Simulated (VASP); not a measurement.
VASP ran on this input.

**KPOINTS**
```
Regular mesh
0
gamma
8 8 8
0 0 0
```

### INCAR
```
SYSTEM = MgS
PREC = Accurate; ENCUT = 520; LREAL = .False.
LASPH = .True.
EDIFF = 1E-6; NELM = 100; ALGO = Normal
ISMEAR = 0; SIGMA = 0.05
IBRION = 2; NSW = 60; ISIF = 3
EDIFFG = -0.01
LWAVE = .False.; LCHARG = .False.
```

### POSCAR
```
MgS
1.0
  0.0000000000   2.5587005931   2.5587005931
  2.5587005931   0.0000000000   2.5587005931
  2.5587005931   2.5587005931   0.0000000000
Mg S
1 1
Cart
  0.0000000000   0.0000000000   0.0000000000
  2.5587005931   2.5587005931   2.5587005931
```

POTCAR, in this order: Mg S (LDA.64 set). Program: vasp_std.

Q: Translate this LDA calculation to Ansatz.

A: One equivalent input (not run):
Ansatz 0.2 input:
```yaml
crystal:
  lattice:
    - [0.0000000, 2.5587006, 2.5587006]
    - [2.5587006, 0.0000000, 2.5587006]
    - [2.5587006, 2.5587006, 0.0000000]
  atoms:
    - { symbol: Mg, position: [0.0000000, 0.0000000, 0.0000000] }
    - { symbol: S, position: [0.5000000, 0.5000000, 0.5000000] }
kpoints:
  mp_grid: { grid: [8, 8, 8] }
hamiltonian:
  xc: lda
  pseudopotentials: { kind: paw }
scf:
  occupations: { method: gaussian, width: 0.05 }
  max_iter: 100
relax:
  max_steps: 60
  f_tol: 0.01
  cell: {}
output: { forces: true, stress: true, eigenvalues: true }
```
The two are equivalent in intent, not identical: each code has its own PAW files, so the cut-off isn't converted (ENCUT is set for VASP's; basis.ecutwfc is left out, and Ansatz then takes the one that its files recommend); Ansatz stops its SCF on the density residual and VASP on the energy change (EDIFF); Ansatz's lda is the Perdew-Wang form, while the LDA potentials of VASP carry Perdew-Zunger's.

The compound is MgS in the rock salt structure. It was relaxed first. The start is the result of an earlier pass.
